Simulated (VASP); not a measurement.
All values below come from LDA (Ceperley-Alder, Perdew-Zunger), VASP's LDA PAW potentials (set 64) (plane waves; VASP 6.6.1).

The input files of a VASP run:

File POSCAR:
```
AlN
1
    1.5456834327    -2.6772022321     0.0000000000
    1.5456834327     2.6772022321     0.0000000000
    0.0000000000     0.0000000000     4.9505946217
Al N
2 2
Direct
  0.6666670000   0.3333330000   0.5000766737
  0.3333330000   0.6666670000   0.0000766737
  0.6666670000   0.3333330000   0.8819233263
  0.3333330000   0.6666670000   0.3819233263
```

**KPOINTS**
```
k-points along high-symmetry lines
10
Line-mode
Reciprocal
  0.000000   0.000000   0.000000 ! GAMMA
  0.000000   0.500000   0.000000 ! M

  0.000000   0.500000   0.000000 ! M
 -0.333333   0.666667   0.000000 ! K

 -0.333333   0.666667   0.000000 ! K
  0.000000   0.000000   0.000000 ! GAMMA

  0.000000   0.000000   0.000000 ! GAMMA
  0.000000   0.000000   0.500000 ! A

  0.000000   0.000000   0.500000 ! A
  0.000000   0.500000   0.500000 ! L

  0.000000   0.500000   0.500000 ! L
 -0.333333   0.666667   0.500000 ! H

 -0.333333   0.666667   0.500000 ! H
  0.000000   0.000000   0.500000 ! A

  0.000000   0.500000   0.500000 ! L
  0.000000   0.500000   0.000000 ! M

 -0.333333   0.666667   0.500000 ! H
 -0.333333   0.666667   0.000000 ! K
```

**INCAR**
```
SYSTEM = AlN
PREC = Accurate; ENCUT = 520; LREAL = .FALSE.
LASPH = .TRUE.; ICHARG = 11
EDIFF = 1E-7; NELM = 100; ALGO = Normal
ISMEAR = 0; SIGMA = 0.05
LWAVE = .FALSE.; LCHARG = .FALSE.; LORBIT = 11
```

POTCAR, in this order: Al N (LDA.64 set). Program: vasp_std. Read from the step before: CHGCAR.

**Question.** What will the output report for the number of irreducible k-points (NKPTS), largest plane-wave count, number of space-group operations, FFT grid (NGX, NGY, NGZ)?

**Answer.** 
```yaml
number of irreducible k-points (NKPTS): 90
largest_plane_wave_count: 1124
number_of_space_group_operations: 12
FFT grid (NGX, NGY, NGZ): 24 × 24 × 40
```

The compound is AlN in the wurtzite structure. It was relaxed first.
